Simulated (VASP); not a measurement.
# Pd12S in VASP: a series of runs

One slab, Pd12S, is run at these levels: PBE; tasks: single point.

Everything below comes from runs of VASP 6.6.1. Logs are shortened: lines on timing, memory, paths and dates and some standing lists are left out, and cuts for length are marked.

## Step 1: The cell of the first run

The cell holds a slab with vacuum, 13 atoms: a = 5.575 Å, b = 5.575 Å, c = 20.052 Å, α = 90.00°, β = 90.00°, γ = 120.00°.

## Step 2: Single point, PBE (S over (0/6, 2/6) of the surface cell, its height relaxed)

File INCAR:

```
SYSTEM = Pd12S
  PREC = Accurate
  ENCUT = 520
  EDIFF = 1E-6
  ISMEAR = 0
  SIGMA = 0.1
  LREAL = .False.
  LASPH = .True.
  NELM = 100
  ALGO = Fast
  ISIF = 2
  LWAVE = .False.
  LCHARG = .False.
  LDIPOL = .True.
  IDIPOL = 3
  DIPOL = 0.5 0.5 0.329
  GGA = PE
  NBANDS = 75
```

File KPOINTS:

```
Automatic mesh
0
Gamma
  6 6 1
  0 0 0
```

File POSCAR:

```
Pd12S
1.0
    5.5751887913      0.0000000000      0.0000000000
   -2.7875943957      4.8282551242      0.0000000000
    0.0000000000      0.0000000000     20.0521225866
Pd S
12 1
Direct
    0.3333333333      0.1666666667      0.1994801290
    0.3333333333      0.6666666667      0.1994801290
    0.8333333333      0.1666666667      0.1994801290
    0.8333333333      0.6666666667      0.1994801290
    0.1666666667      0.3333333333      0.3129873791
    0.1666666667      0.8333333333      0.3129873791
    0.6666666667      0.3333333333      0.3129873791
    0.6666666667      0.8333333333      0.3129873791
    0.0000000000      0.0000000000      0.4264946292
    0.0000000000      0.5000000000      0.4264946292
    0.5000000000      0.0000000000      0.4264946292
    0.5000000000      0.5000000000      0.4264946292
    0.0000000000      0.1666666667      0.5202038154
```

Potentials or basis: VASP PAW PBE potentials, release 64 (Pd, S).

Command:

```bash
$ cat potpaw_PBE.64/Pd/POTCAR potpaw_PBE.64/S/POTCAR > POTCAR
$ mpirun -np 1 vasp_std > vasp.out
```

OUTCAR:

```text
SYSTEM = Pd12S
   PREC = Accurate
   ENCUT = 520
   EDIFF = 1E-6
   ISMEAR = 0
   LREAL = .False.
   LASPH = .True.
   NELM = 100
   ISIF = 2
   GGA = PE

 ion  position               nearest neighbor table
   1  0.333  0.167  0.199-   5 2.79   3 2.79   3 2.79   4 2.79   4 2.79   2 2.79   2 2.79   7 2.79
                             6 2.79
   2  0.333  0.667  0.199-   6 2.79   4 2.79   4 2.79   3 2.79   3 2.79   1 2.79   1 2.79   8 2.79
                             5 2.79
   3  0.833  0.167  0.199-   7 2.79   1 2.79   1 2.79   2 2.79   2 2.79   4 2.79   4 2.79   5 2.79
                             8 2.79
   4  0.833  0.667  0.199-   8 2.79   2 2.79   2 2.79   1 2.79   1 2.79   3 2.79   3 2.79   6 2.79
                             7 2.79
   5  0.167  0.333  0.313-   1 2.79   7 2.79   7 2.79   8 2.79   8 2.79   6 2.79   6 2.79  12 2.79
                             9 2.79   3 2.79  10 2.79   2 2.79
   6  0.167  0.833  0.313-   2 2.79   8 2.79   8 2.79   7 2.79   7 2.79   5 2.79   5 2.79  11 2.79
                            10 2.79   4 2.79   9 2.79   1 2.79
   7  0.667  0.333  0.313-   3 2.79   5 2.79   5 2.79   6 2.79   6 2.79   8 2.79   8 2.79  10 2.79
                            11 2.79   1 2.79  12 2.79   4 2.79
   8  0.667  0.833  0.313-   4 2.79   6 2.79   6 2.79   5 2.79   5 2.79   7 2.79   7 2.79   9 2.79
                            12 2.79   2 2.79  11 2.79   3 2.79
   9  0.000  0.000  0.426-  13 2.10  11 2.79  11 2.79  12 2.79  12 2.79  10 2.79  10 2.79   8 2.79
                             5 2.79   6 2.79
  10  0.000  0.500  0.426-  13 2.64  12 2.79  12 2.79  11 2.79  11 2.79   9 2.79   9 2.79   7 2.79
                             6 2.79   5 2.79
  11  0.500  0.000  0.426-   9 2.79   9 2.79  10 2.79  10 2.79  12 2.79  12 2.79   6 2.79   7 2.79
                             8 2.79  13 3.09
  12  0.500  0.500  0.426-  10 2.79  10 2.79   9 2.79   9 2.79  11 2.79  11 2.79   5 2.79   8 2.79
                             7 2.79  13 3.09
  13  0.000  0.167  0.520-   9 2.10  10 2.64  11 3.09  12 3.09

  LATTYP: Found a hexagonal cell.
 ALAT       =     5.5751887913
 C/A-ratio  =     3.5966714917

  Lattice vectors:

 A1 = (   5.5751887913,   0.0000000000,   0.0000000000)
 A2 = (  -2.7875943957,   4.8282551242,   0.0000000000)
 A3 = (   0.0000000000,   0.0000000000,  20.0521225866)

Analysis of symmetry for initial positions (statically):
=====================================================================
 Subroutine PRICEL returns:
 Original cell was already a primitive cell.

 Routine SETGRP: Setting up the symmetry group for a
 hexagonal supercell.

 Subroutine GETGRP returns: Found  1 space group operations
 (whereof  1 operations were pure point group operations)
 out of a pool of 24 trial point group operations.

The static configuration has the point symmetry C_1 .

Analysis of symmetry for dynamics (positions and initial velocities):
=====================================================================
 Subroutine PRICEL returns:
 Original cell was already a primitive cell.

 Routine SETGRP: Setting up the symmetry group for a
 hexagonal supercell.

 Subroutine GETGRP returns: Found  1 space group operations
 (whereof  1 operations were pure point group operations)
 out of a pool of 24 trial point group operations.

The dynamic configuration has the point symmetry C_1 .

 Subroutine INISYM returns: Found  1 space group operations
 (whereof  1 operations are pure point group operations),
 and found     1 'primitive' translations

----------------------------------------------------------------------------------------

                                     Primitive cell

  volume of cell :     539.7717

  direct lattice vectors                    reciprocal lattice vectors
     5.575188791  0.000000000  0.000000000     0.179366123  0.103557080  0.000000000
    -2.787594396  4.828255124  0.000000000     0.000000000  0.207114159  0.000000000
     0.000000000  0.000000000 20.052122587     0.000000000  0.000000000  0.049870032

  length of vectors
     5.575188791  5.575188791 20.052122587     0.207114159  0.207114159  0.049870032

  position of ions in fractional coordinates (direct lattice)
     0.333333333  0.166666667  0.199480129
     0.333333333  0.666666667  0.199480129
     0.833333333  0.166666667  0.199480129
     0.833333333  0.666666667  0.199480129
     0.166666667  0.333333333  0.312987379
[... 48 lines left out ...]

 Found     20 irreducible k-points:

 Following reciprocal coordinates:
            Coordinates               Weight
  0.000000  0.000000  0.000000      1.000000
  0.166667  0.000000  0.000000      2.000000
  0.000000  0.166667  0.000000      2.000000
 -0.166667  0.166667  0.000000      2.000000
  0.333333 -0.000000  0.000000      2.000000
  0.000000  0.333333  0.000000      2.000000
[... 12 lines left out ...]
  0.500000 -0.166667  0.000000      2.000000
  0.333333  0.333333  0.000000      2.000000
   k-points           NKPTS =     20   k-points in BZ     NKDIM =     20   number of bands    NBANDS=     75
   number of dos      NEDOS =    301   number of ions     NIONS =     13
   total plane-waves  NPLWV = 264600
   dimension x,y,z NGX =    42 NGY =   42 NGZ =  150
   dimension x,y,z NGXF=    84 NGYF=   84 NGZF=  300
   ions per type =              12   1
   NGX,Y,Z   is equivalent  to a cutoff of  12.52, 12.52, 12.44 a.u.
   NGXF,Y,Z  is equivalent  to a cutoff of  25.05, 25.05, 24.87 a.u.
 SYSTEM =  Pd12S
   PREC   = accura    normal or accurate (medium, high low for compatibility)
   ISTART =      0    job   : 0-new  1-cont  2-samecut
   ICHARG =      2    charge: 1-file 2-atom 10-const
   ISPIN  =      1    spin polarized calculation?
   LNONCOLLINEAR =      F non collinear calculations
   LSORBIT =      F    spin-orbit coupling
   LASPH  =      T    aspherical Exc in radial PAW
   ENCUT  =  520.0 eV  38.22 Ry    6.18 a.u.  10.37 10.37 37.28*2*pi/ulx,y,z
   NELM   =    100;   NELMIN=  2; NELMDL= -5     # of ELM steps
   EDIFF  = 0.1E-05   stopping-criterion for ELM
   LREAL  =      F    real-space projection
   EDIFFG = 0.1E-04   stopping-criterion for IOM
   NSW    =      0    number of steps for IOM
   IBRION =     -1    ionic relax: 0-MD 1-quasi-New 2-CG
   NFREE  =      0    steps in history (QN), initial steepest desc. (CG)
   ISIF   =      2    stress and relaxation
   ISYM   =      2    0-nonsym 1-usesym 2-fastsym
   POTIM  = 0.5000    time-step for ionic-motion
   TEBEG  =    0.0;   TEEND  =   0.0 temperature during run
   PSTRESS=    0.0 pullay stress
   NELECT =     126.0000    total number of electrons
   NUPDOWN=      -1.0000    fix difference up-down
   EMIN   =  10.00;   EMAX   =-10.00  energy-range for DOS
   EFERMI =   0.00;   METHOD = LEGACY
   ISMEAR =     0;   SIGMA  =   0.10  broadening in eV -4-tet -1-fermi 0-gaus
   EFERMI_NEDOS =   21; number of points for ismear=-14 and -15
   IALGO  =     68    algorithm
   IMIX   =      4    mixing-type and parameters
     AMIX     =   0.40;   BMIX     =  1.00
     AMIX_MAG =   1.60;   BMIX_MAG =  1.00
  volume/ion in A,a.u.               =      41.52       280.20
  Fermi-wavevector in a.u.,A,eV,Ry     =   1.008003  1.904849 13.824460  1.016069
  Thomas-Fermi vector in A             =   2.140842
   LORBIT       =      0    0 simple, 1 ext, 2 COOP (PROOUT), +10 PAW based schemes
   GGA     = PE    functional components
   LHFCALC =     F    Hartree Fock is set to
   AEXX    =    0.0000 exact exchange contribution
   IVDW    =     0    specifies the selected vdW correction
   LEPSILON=     F    determine dielectric tensor
   LRPA    =     F    only Hartree local field effects (RPA)
 non-spin polarized calculation
 RMM-DIIS sequential band-by-band and
 Gauss-broadening in eV      SIGMA  =   0.10
  energy-cutoff  :      520.00
  volume of cell :      539.77
 maximum number of plane-waves:     14613
 NGX is ok and might be reduce to    42
   NGX = 21   NGY = 21   NGZ = 75

 dipolmoment           0.000000      0.000000     -0.013795 electrons x Angstroem

 number of electron     125.9999965 magnetization

 dipolmoment           0.000000      0.000000      0.052207 electrons x Angstroem

 Free energy of the ion-electron system (eV)
  ---------------------------------------------------
  ext. energy  EPLUGINS =         0.00000000
  ---------------------------------------------------
  free energy    TOTEN  =       -62.98305773 eV

  energy without entropy =      -62.82703691  energy(sigma->0) =      -62.90504732

 E-fermi :  -0.0956     XC(G=0):  -5.6087

 val. band max:       -0.1050851578   @ k =   0.0000   0.1667   0.0000
 cond. band min:      -0.0901763350   @ k =   0.3333   0.3333   0.0000
 fundamental gap:      0.0149088228
 Fermi energy:        -0.0955569687

 k-point     1 :       0.0000    0.0000    0.0000
  band No.  band energies     occupation
      1     -12.6261      2.00000
      2      -6.1928      2.00000
      3      -5.2965      2.00000
      4      -5.0639      2.00000
      5      -5.0319      2.00000
      6      -4.8212      2.00000
[... 1549 lines left out ...]
     74       5.5414      0.00000
     75       5.6080      0.00000

------------------------ aborting loop because EDIFF is reached ----------------------------------------

 vacuum level on the upper side and lower side of the slab       (xc-potential included)         0.128        -0.186

  FORCE on cell =-STRESS in cart. coord.  units (eV):
  Direction    XX          YY          ZZ          XY          YZ          ZX
  --------------------------------------------------------------------------------------
  -------------------------------------------------------------------------------------
  Total       -7.3902059     -6.9548687      0.2742814     -0.4981142      2.7406995     -1.7433739
  in kB      -21.9359768    -20.6437874      0.8141356     -1.4785273      8.1350808     -5.1747691
  external PRESSURE =     -13.9218762 kB  Pullay stress =       0.0000000 kB

 VOLUME and BASIS-vectors are now :
 -----------------------------------------------------------------------------
  energy-cutoff  :      520.00
  volume of cell :      539.77
      direct lattice vectors                 reciprocal lattice vectors
     5.575188791  0.000000000  0.000000000     0.179366123  0.103557080  0.000000000
    -2.787594396  4.828255124  0.000000000     0.000000000  0.207114159  0.000000000
     0.000000000  0.000000000 20.052122587     0.000000000  0.000000000  0.049870032

 POSITION                                       TOTAL-FORCE (eV/Angst)
 -----------------------------------------------------------------------------------
      1.39380      0.80471      4.00000        -0.011750      0.018869     -0.046723
     -0.00000      3.21884      4.00000         0.042730     -0.046109     -0.075612
      4.18139      0.80471      4.00000        -0.004734      0.015439     -0.016574
      2.78759      3.21884      4.00000        -0.013751      0.003943      0.017659
      0.00000      1.60942      6.27606         0.010810     -0.035132     -0.180322
     -1.39380      4.02355      6.27606        -0.016501      0.000604      0.258236
      2.78759      1.60942      6.27606        -0.018350      0.044397     -0.027774
      1.39380      4.02355      6.27606         0.051677      0.004663      0.032591
      0.00000      0.00000      8.55212         0.591536     -1.003228     -1.239258
     -1.39380      2.41413      8.55212         0.297646     -0.315146      0.827464
      2.78759      0.00000      8.55212         0.100571     -0.026412      0.147629
      1.39380      2.41413      8.55212        -0.165922     -0.118973      0.291099
     -0.46460      0.80471     10.43119        -0.863961      1.457086      0.011586
 -----------------------------------------------------------------------------------
    total drift:                                0.000090      0.000017     -0.004001

  FREE ENERGIE OF THE ION-ELECTRON SYSTEM (eV)
  ---------------------------------------------------
  free  energy   TOTEN  =       -62.9830577263 eV

  energy  without entropy=      -62.8270369057  energy(sigma->0) =      -62.90504732

 vacuum level on the upper side and lower side of the slab         5.475         5.138
```

Wall time 28 min (1 thread of AMD EPYC 9R14 (Zen 4), shared host); peak memory 0.9 GiB.

What came out:

```
Free energy            : -62.9831 eV
Largest force          : 1.701 eV/Å
Band gap on the k mesh : none (metal or under the smearing width)
```

Forces in eV/Å, atoms in the order of the input:
```
Pd  -0.012  0.019 -0.047
Pd   0.043 -0.046 -0.076
Pd  -0.005  0.015 -0.017
Pd  -0.014  0.004  0.018
Pd   0.011 -0.035 -0.180
Pd  -0.017  0.001  0.258
Pd  -0.018  0.044 -0.028
Pd   0.052  0.005  0.033
Pd   0.592 -1.003 -1.239
Pd   0.298 -0.315  0.827
Pd   0.101 -0.026  0.148
Pd  -0.166 -0.119  0.291
S   -0.864  1.457  0.012
```

(Part 1 of 2 ends here.)
